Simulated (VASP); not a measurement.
OSZICAR of a VASP run on Nd (space group P6_3/mmc):

### OSZICAR
```
       N       E                     dE             d eps       ncg     rms          rms(c)
DAV:   1     0.655089076700E+03    0.65509E+03   -0.14287E+04  2296   0.163E+03
DAV:   2     0.107640794251E+03   -0.54745E+03   -0.53630E+03  3056   0.455E+02
DAV:   3    -0.221096963848E+01   -0.10985E+03   -0.10334E+03  3891   0.244E+02
DAV:   4    -0.186950821324E+02   -0.16484E+02   -0.15422E+02  4101   0.112E+02
DAV:   5    -0.231672408124E+02   -0.44722E+01   -0.43022E+01  4368   0.514E+01    0.616E+01
DAV:   6    -0.747701689156E+02   -0.51603E+02   -0.76408E+02  3604   0.151E+02    0.916E+01
DAV:   7    -0.317004601496E+02    0.43070E+02   -0.10932E+02  3910   0.101E+02    0.602E+01
DAV:   8    -0.104758741623E+03   -0.73058E+02   -0.88260E+02  3390   0.139E+02    0.141E+02
DAV:   9    -0.413521439659E+02    0.63407E+02   -0.34268E+02  3572   0.124E+02    0.763E+01
DAV:  10    -0.448069469404E+02   -0.34548E+01   -0.73735E+01  4353   0.513E+01    0.703E+01
DAV:  11    -0.466231057589E+02   -0.18162E+01   -0.18617E+01  4361   0.331E+01    0.718E+01
DAV:  12    -0.470345215365E+02   -0.41142E+00   -0.64773E+00  4368   0.162E+01    0.782E+01
DAV:  13    -0.435396698879E+02    0.34949E+01   -0.23779E+00  4120   0.117E+01    0.747E+01
DAV:  14    -0.328830741466E+02    0.10657E+02   -0.45260E+00  3632   0.139E+01    0.604E+01
DAV:  15    -0.256762494838E+02    0.72068E+01   -0.11460E+01  4200   0.169E+01    0.332E+01
DAV:  16    -0.259540096591E+02   -0.27776E+00   -0.27892E+00  4101   0.998E+00    0.298E+01
DAV:  17    -0.246665789057E+02    0.12874E+01   -0.45742E+00  4088   0.117E+01    0.179E+01
DAV:  18    -0.247585736257E+02   -0.91995E-01   -0.31680E+00  4368   0.810E+00    0.137E+01
DAV:  19    -0.249204883179E+02   -0.16191E+00   -0.14360E+00  4361   0.546E+00    0.133E+01
DAV:  20    -0.251862433904E+02   -0.26576E+00   -0.22491E+00  4152   0.717E+00    0.147E+01
DAV:  21    -0.252488271402E+02   -0.62584E-01   -0.85896E-01  4210   0.440E+00    0.131E+01
DAV:  22    -0.253035767272E+02   -0.54750E-01   -0.70179E-01  4368   0.259E+00    0.122E+01
DAV:  23    -0.254340116414E+02   -0.13043E+00   -0.65362E-01  4072   0.340E+00    0.121E+01
DAV:  24    -0.258884090087E+02   -0.45440E+00   -0.21765E+00  4032   0.683E+00    0.210E+01
DAV:  25    -0.257652282908E+02    0.12318E+00   -0.45046E-01  4123   0.379E+00    0.184E+01
DAV:  26    -0.257659609649E+02   -0.73267E-03   -0.18491E-01  4312   0.118E+00    0.186E+01
DAV:  27    -0.256029100717E+02    0.16305E+00   -0.27002E-01  4232   0.244E+00    0.144E+01
DAV:  28    -0.255436990307E+02    0.59211E-01   -0.62033E-01  4168   0.334E+00    0.116E+01
DAV:  29    -0.256517376912E+02   -0.10804E+00   -0.13291E-01  4121   0.202E+00    0.115E+01
DAV:  30    -0.256888205139E+02   -0.37083E-01   -0.80709E-02  4352   0.838E-01    0.110E+01
DAV:  31    -0.256963427674E+02   -0.75223E-02   -0.47256E-02  4248   0.722E-01    0.108E+01
DAV:  32    -0.257154275511E+02   -0.19085E-01   -0.96747E-02  4072   0.192E+00    0.103E+01
DAV:  33    -0.257288725102E+02   -0.13445E-01   -0.39185E-02  4345   0.103E+00    0.105E+01
DAV:  34    -0.257188054372E+02    0.10067E-01   -0.16572E-02  4224   0.553E-01    0.101E+01
DAV:  35    -0.257016267101E+02    0.17179E-01   -0.25850E-02  4120   0.674E-01    0.903E+00
DAV:  36    -0.256991374408E+02    0.24893E-02   -0.23614E-02  4129   0.671E-01    0.817E+00
DAV:  37    -0.257006105631E+02   -0.14731E-02   -0.18248E-02  4360   0.489E-01    0.746E+00
DAV:  38    -0.256995758379E+02    0.10347E-02   -0.18160E-02  4121   0.495E-01    0.660E+00
DAV:  39    -0.257005609185E+02   -0.98508E-03   -0.27902E-02  4080   0.701E-01    0.507E+00
DAV:  40    -0.257025145923E+02   -0.19537E-02   -0.17764E-02  4353   0.556E-01    0.487E+00
DAV:  41    -0.257035179703E+02   -0.10034E-02   -0.15768E-02  4256   0.440E-01    0.397E+00
DAV:  42    -0.257042648014E+02   -0.74683E-03   -0.10808E-02  4345   0.303E-01    0.357E+00
DAV:  43    -0.256971479960E+02    0.71168E-02   -0.17180E-02  4056   0.590E-01    0.276E+00
DAV:  44    -0.256975351543E+02   -0.38716E-03   -0.11993E-02  4360   0.329E-01    0.250E+00
DAV:  45    -0.256961004135E+02    0.14347E-02   -0.11226E-02  4328   0.347E-01    0.211E+00
DAV:  46    -0.256960385214E+02    0.61892E-04   -0.15273E-02  4272   0.465E-01    0.148E+00
DAV:  47    -0.256973952579E+02   -0.13567E-02   -0.11287E-02  4280   0.291E-01    0.122E+00
DAV:  48    -0.256993497378E+02   -0.19545E-02   -0.97941E-03  4288   0.168E-01    0.111E+00
DAV:  49    -0.257003340399E+02   -0.98430E-03   -0.88803E-03  3936   0.115E-01    0.969E-01
DAV:  50    -0.257013636557E+02   -0.10296E-02   -0.74749E-03  3824   0.841E-02    0.940E-01
DAV:  51    -0.257023604495E+02   -0.99679E-03   -0.58646E-03  4064   0.108E-01    0.974E-01
DAV:  52    -0.257028506662E+02   -0.49022E-03   -0.45526E-03  3448   0.615E-02    0.946E-01
DAV:  53    -0.257033328494E+02   -0.48218E-03   -0.34197E-03  3000   0.513E-02    0.941E-01
DAV:  54    -0.257035069802E+02   -0.17413E-03   -0.22389E-03  2937   0.632E-02    0.948E-01
DAV:  55    -0.257037425988E+02   -0.23562E-03   -0.25992E-03  3024   0.632E-02    0.970E-01
DAV:  56    -0.257042477337E+02   -0.50513E-03   -0.22268E-03  4153   0.169E-01    0.787E-01
DAV:  57    -0.257044054717E+02   -0.15774E-03   -0.12697E-03  4153   0.962E-02    0.769E-01
DAV:  58    -0.257043800340E+02    0.25438E-04   -0.69262E-04  3544   0.543E-02    0.743E-01
DAV:  59    -0.257043965770E+02   -0.16543E-04   -0.47438E-04  3392   0.550E-02    0.738E-01
DAV:  60    -0.257045566545E+02   -0.16008E-03   -0.53683E-04  3608   0.705E-02    0.709E-01
DAV:  61    -0.257046659385E+02   -0.10928E-03   -0.42553E-04  3984   0.959E-02    0.683E-01
DAV:  62    -0.257046515288E+02    0.14410E-04   -0.18550E-04  2864   0.368E-02    0.674E-01
DAV:  63    -0.257046128393E+02    0.38690E-04   -0.16285E-04  2952   0.460E-02    0.674E-01
DAV:  64    -0.257045864845E+02    0.26355E-04   -0.13592E-04  3488   0.481E-02    0.679E-01
DAV:  65    -0.257045445720E+02    0.41913E-04   -0.11121E-04  2984   0.407E-02    0.690E-01
DAV:  66    -0.257041294928E+02    0.41508E-03   -0.16859E-04  4008   0.639E-02    0.735E-01
DAV:  67    -0.257042545257E+02   -0.12503E-03   -0.83384E-05  2784   0.336E-02    0.743E-01
DAV:  68    -0.257043630810E+02   -0.10856E-03   -0.71273E-05  2680   0.250E-02    0.733E-01
DAV:  69    -0.257043917468E+02   -0.28666E-04   -0.65619E-05  2192   0.201E-02    0.730E-01
DAV:  70    -0.257044339506E+02   -0.42204E-04   -0.83435E-05  2296   0.235E-02    0.735E-01
DAV:  71    -0.257096537398E+02   -0.52198E-02   -0.32277E-02  3968   0.126E+00    0.226E+00
DAV:  72    -0.257059868924E+02    0.36668E-02   -0.29892E-03  4095   0.424E-01    0.227E+00
DAV:  73    -0.257053372775E+02    0.64961E-03   -0.88762E-04  4344   0.180E-01    0.214E+00
DAV:  74    -0.257055279717E+02   -0.19069E-03   -0.34443E-04  4040   0.824E-02    0.214E+00
DAV:  75    -0.257055168093E+02    0.11162E-04   -0.20658E-04  3560   0.458E-02    0.213E+00
DAV:  76    -0.257059787172E+02   -0.46191E-03   -0.28104E-04  4216   0.851E-02    0.224E+00
DAV:  77    -0.257056404112E+02    0.33831E-03   -0.15925E-04  3385   0.481E-02    0.221E+00
DAV:  78    -0.257054194795E+02    0.22093E-03   -0.21417E-04  4008   0.880E-02    0.213E+00
DAV:  79    -0.257054301208E+02   -0.10641E-04   -0.97369E-05  2760   0.371E-02    0.215E+00
DAV:  80    -0.257054083609E+02    0.21760E-04   -0.89535E-05  2592   0.288E-02    0.213E+00
DAV:  81    -0.257053838568E+02    0.24504E-04   -0.28122E-04  3944   0.114E-01    0.197E+00
DAV:  82    -0.257056796579E+02   -0.29580E-03   -0.13875E-04  3768   0.641E-02    0.190E+00
DAV:  83    -0.257057101795E+02   -0.30522E-04   -0.74476E-05  2633   0.343E-02    0.191E+00
DAV:  84    -0.257052965488E+02    0.41363E-03   -0.11967E-04  3000   0.425E-02    0.184E+00
DAV:  85    -0.257055365221E+02   -0.23997E-03   -0.73515E-05  2356   0.268E-02    0.184E+00
DAV:  86    -0.257063566363E+02   -0.82011E-03   -0.88464E-04  4200   0.221E-01    0.159E+00
DAV:  87    -0.257068924632E+02   -0.53583E-03   -0.54663E-04  4344   0.161E-01    0.145E+00
DAV:  88    -0.257079289466E+02   -0.10365E-02   -0.64138E-04  4272   0.146E-01    0.141E+00
DAV:  89    -0.257082926307E+02   -0.36368E-03   -0.39248E-04  3897   0.116E-01    0.154E+00
DAV:  90    -0.257081519370E+02    0.14069E-03   -0.19268E-04  3016   0.536E-02    0.156E+00
DAV:  91    -0.257065962705E+02    0.15557E-02   -0.10253E-02  3832   0.796E-01    0.579E-01
DAV:  92    -0.257075312424E+02   -0.93497E-03   -0.94823E-04  3858   0.285E-01    0.591E-01
DAV:  93    -0.257079119205E+02   -0.38068E-03   -0.44568E-04  4112   0.125E-01    0.505E-01
DAV:  94    -0.257090504685E+02   -0.11385E-02   -0.99474E-04  4088   0.204E-01    0.404E-01
DAV:  95    -0.257104951351E+02   -0.14447E-02   -0.28005E-03  4104   0.308E-01    0.351E-01
DAV:  96    -0.257113442352E+02   -0.84910E-03   -0.33053E-03  4160   0.400E-01    0.170E-01
DAV:  97    -0.257113343234E+02    0.99118E-05   -0.98291E-04  4280   0.172E-01    0.150E-01
DAV:  98    -0.257118074065E+02   -0.47308E-03   -0.11451E-03  4240   0.141E-01    0.158E-01
DAV:  99    -0.257119875174E+02   -0.18011E-03   -0.59908E-04  3904   0.986E-02    0.151E-01
DAV: 100    -0.257122696951E+02   -0.28218E-03   -0.61810E-04  4040   0.921E-02
   1 F= -.25712270E+02 E0= -.25693548E+02  d E =-.374428E-01  mag=    16.5076
```

Question: Which electronic solver shows in the log?

Answer: It is blocked Davidson (ALGO = Normal, or the opening steps of other solvers). The INCAR had ALGO = Normal.

Question: How was spin treated?

Answer: Collinear spin (ISPIN = 2): the summary line carries one mag value, 16.51 μB in the cell.

Question: Can the final energy be trusted as converged?

Answer: Convergence was not reached. It stopped with EDIFF = 1E-6, NELM = 100 (PBE GGA, plane waves, VASP's PBE PAW potentials (set 64)).   The run has a spin-polarised start.

The structure comes from a computed database's Nd entry; how it stands against other phases isn't given here. The cell was not relaxed at this level. The k-mesh is coarse (spacing up to 0.32 per Å, 2π included), so the numbers may not be converged in it. The run is one of a series of settings (SIGMA = 0.03, KPOINTS 6×6×2 Γ-centred mesh against the base run), some of them coarse on purpose. VASP warned that the highest band is occupied, so more bands are needed.
